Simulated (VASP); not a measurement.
A VASP calculation is set up with these files.

INCAR:
```
SYSTEM = AlN
PREC = Accurate
ENCUT = 520
EDIFF = 1E-6
NELM = 60
ALGO = Normal
LREAL = .FALSE.
LASPH = .TRUE.
ISMEAR = 0
SIGMA = 0.05
GGA = PE
LWAVE = .FALSE.
LCHARG = .FALSE.
ISIF = 2
IMIX = 1
AMIX = 1.9
BMIX = 0.0001
```

File POSCAR:
```
AlN
1
    1.5550000000    -2.6933390000     0.0000000000
    1.5550000000     2.6933390000     0.0000000000
    0.0000000000     0.0000000000     4.9800000000
Al N
2 2
Direct
  0.6666670000   0.3333330000   0.5000000000
  0.3333330000   0.6666670000   0.0000000000
  0.6666670000   0.3333330000   0.8820000000
  0.3333330000   0.6666670000   0.3820000000
```

KPOINTS:
```
Automatic mesh
0
Gamma
7 7 4
0 0 0
```

POTCAR, in this order: Al N (PBE.64 set). Program: vasp_std.

Q: Does this input run properly? What does VASP do?

A: There is a fault: simple mixing (IMIX = 1) with AMIX above 1 overshoots. VASP stops with an error: ERROR FEXCP: supplied Exchange-correletion table is too small, maximal index : 3943 ----> I REFUSE TO CONTINUE WITH THIS SICK JOB ... BYE!!! <----

### standard output
```
 POSCAR found type information on POSCAR AlN
 POSCAR found :  2 types and       4 ions
 Reading from existing POTCAR
 Reading from existing POTCAR
 LDA part: xc-table for (Slater+PW92), standard interpolation
 POSCAR, INCAR and KPOINTS ok, starting setup
 WAVECAR not read
 entering main loop
       N       E                     dE             d eps       ncg     rms          rms(c)
DAV:   1     0.530552567502E+02    0.53055E+02   -0.76740E+03   576   0.120E+03
DAV:   2    -0.304916102090E+02   -0.83547E+02   -0.77041E+02   848   0.228E+02
DAV:   3    -0.344909478723E+02   -0.39993E+01   -0.39864E+01   748   0.548E+01
DAV:   4    -0.345231233320E+02   -0.32175E-01   -0.32169E-01   656   0.566E+00
DAV:   5    -0.345235954252E+02   -0.47209E-03   -0.47209E-03   720   0.699E-01    0.122E+01
DAV:   6    -0.955056192581E+02   -0.60982E+02   -0.47482E+02   640   0.167E+02    0.430E+01
DAV:   7    -0.553037730097E+03   -0.45753E+03   -0.38244E+03   772   0.397E+02    0.111E+02
DAV:   8    -0.266302612097E+04   -0.21100E+04   -0.19353E+04   776   0.106E+03    0.256E+02
DAV:   9    -0.620885198033E+04   -0.35458E+04   -0.35887E+04  1004   0.501E+02    0.395E+02
DAV:  10    -0.107524969692E+05   -0.45436E+04   -0.54706E+04   860   0.185E+03    0.727E+02
DAV:  11    -0.162777587635E+05   -0.55253E+04   -0.68560E+04  1152   0.749E+02    0.114E+03
DAV:  12    -0.216954437091E+05   -0.54177E+04   -0.84129E+04   864   0.238E+03    0.171E+03
DAV:  13    -0.279375695353E+05   -0.62421E+04   -0.96952E+04  1148   0.973E+02    0.222E+03
DAV:  14    -0.333729895959E+05   -0.54354E+04   -0.10740E+05   872   0.277E+03    0.258E+03
DAV:  15    -0.397618253718E+05   -0.63888E+04   -0.11917E+05  1152   0.120E+03    0.292E+03

 -----------------------------------------------------------------------------
|                                                                             |
|     EEEEEEE  RRRRRR   RRRRRR   OOOOOOO  RRRRRR      ###     ###     ###     |
|     E        R     R  R     R  O     O  R     R     ###     ###     ###     |
|     E        R     R  R     R  O     O  R     R     ###     ###     ###     |
|     EEEEE    RRRRRR   RRRRRR   O     O  RRRRRR       #       #       #      |
|     E        R   R    R   R    O     O  R   R                               |
|     E        R    R   R    R   O     O  R    R      ###     ###     ###     |
|     EEEEEEE  R     R  R     R  OOOOOOO  R     R     ###     ###     ###     |
|                                                                             |
|     ERROR FEXCP: supplied Exchange-correletion table                        |
|      is too small, maximal index : 3943                                     |
|                                                                             |
|       ---->  I REFUSE TO CONTINUE WITH THIS SICK JOB ... BYE!!! <----       |
|                                                                             |
 -----------------------------------------------------------------------------
```

To mend it, remove IMIX, remove AMIX, remove BMIX.

The mended run (PBE GGA, plane waves, VASP's PBE PAW potentials (set 64)) converges, and its OSZICAR ends with
```
   1 F= -.29770202E+02 E0= -.29770202E+02  d E =-.696103E-11
```

The compound is AlN in the wurtzite structure. The cell was not relaxed at this level.
